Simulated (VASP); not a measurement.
Here is the system:

```
CELL_PARAMETERS angstrom
      4.15829     0.00000     0.00000
      0.00000     4.15829     0.00000
      0.00000     0.00000     4.15829
ATOMIC_POSITIONS crystal
  K  0.00000 0.00000 0.00000
  Zn 0.50000 0.50000 0.50000
  F  0.50000 0.00000 0.50000
  F  0.00000 0.50000 0.50000
  F  0.50000 0.50000 0.00000
```

Calculation: vdW-DF2, VASP's PBE PAW potentials (set 64) (plane waves; VASP 6.6.1). Run with 520 eV cut-off, 6×6×6 Γ-centred mesh, tetrahedra with Blöchl corrections, potentials K_sv Zn F.

The cores are frozen, which limits the accuracy of field gradients.

### Question
Give the principal components of the electric field gradient (V/Å²) and the asymmetry η at each nucleus.

### Answer

```json
[
 {"atom": "K1", "Vxx": "0.0", "Vyy": "0.0", "Vzz": "0.0", "η": "-"},
 {"atom": "Zn2", "Vxx": "0.0", "Vyy": "0.0", "Vzz": "0.0", "η": "-"},
 {"atom": "F3", "Vxx": "-50.0", "Vyy": "-50.0", "Vzz": "100.0", "η": "0.00"},
 {"atom": "F4", "Vxx": "-50.0", "Vyy": "-50.0", "Vzz": "100.0", "η": "0.00"},
 {"atom": "F5", "Vxx": "-50.0", "Vyy": "-50.0", "Vzz": "100.0", "η": "0.00"}
]
```

The compound is KZnF3 in the cubic perovskite structure. It was relaxed first, which changed the volume by +8 %.
